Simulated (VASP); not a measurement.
Method: r2SCAN meta-GGA, VASP's PBE PAW potentials (set 64) (plane waves; VASP 6.6.1).

The input files of a VASP run:

### INCAR
```
METAGGA  =  R2SCAN
LMIXTAU  =  .TRUE.
SIGMA  =  0.05
LASPH  =  .TRUE.   ! aspherical one-centre terms
SYSTEM  =  ZnS
LMAXMIX  =  4
EDIFF  =  1E-6   ! SCF stop (eV)
EDIFFG  =  -0.02   ! ionic stop
ISMEAR  =  0   ! Gaussian
LWAVE  =  .FALSE.
LCHARG  =  .FALSE.
ALGO  =  Normal   ! blocked Davidson
ISIF  =  3   ! ions, shape and volume
PREC  =  Accurate
ENCUT  =  400   ! plane-wave cut-off (eV)
IBRION  =  2   ! conjugate gradients
NELM  =  100
NSW  =  60
LREAL  =  .FALSE.
```

KPOINTS:
```
Automatic mesh
0
Gamma
6 6 4
0 0 0
```

File POSCAR:
```
ZnS
1
    1.8892767447    -3.2723232703     0.0000000000
    1.8892767447     3.2723232703     0.0000000000
    0.0000000000     0.0000000000     6.1883127748
Zn S
2 2
Direct
  0.6666670000   0.3333330000   0.5001364575
  0.3333330000   0.6666670000   0.0001364575
  0.6666670000   0.3333330000   0.8748635425
  0.3333330000   0.6666670000   0.3748635425
```

POTCAR, in this order: Zn S (PBE.64 set). Program: vasp_std.

Problem. What will the output report for the number of irreducible k-points (NKPTS), number of bands (NBANDS), largest plane-wave count, number of space-group operations, FFT grid (NGX, NGY, NGZ)?

Solution. 
The number of irreducible k-points (NKPTS) is 21. The number of bands (NBANDS) comes out as 22, the largest plane-wave count is 1406 and the number of space-group operations is 12. The FFT grid (NGX, NGY, NGZ) is 28 × 28 × 40.

The compound is ZnS in the wurtzite structure, the high-temperature form. This run relaxes it. Symmetry was kept, so distortions that lower it aren't found. The start is the result of an earlier pass.
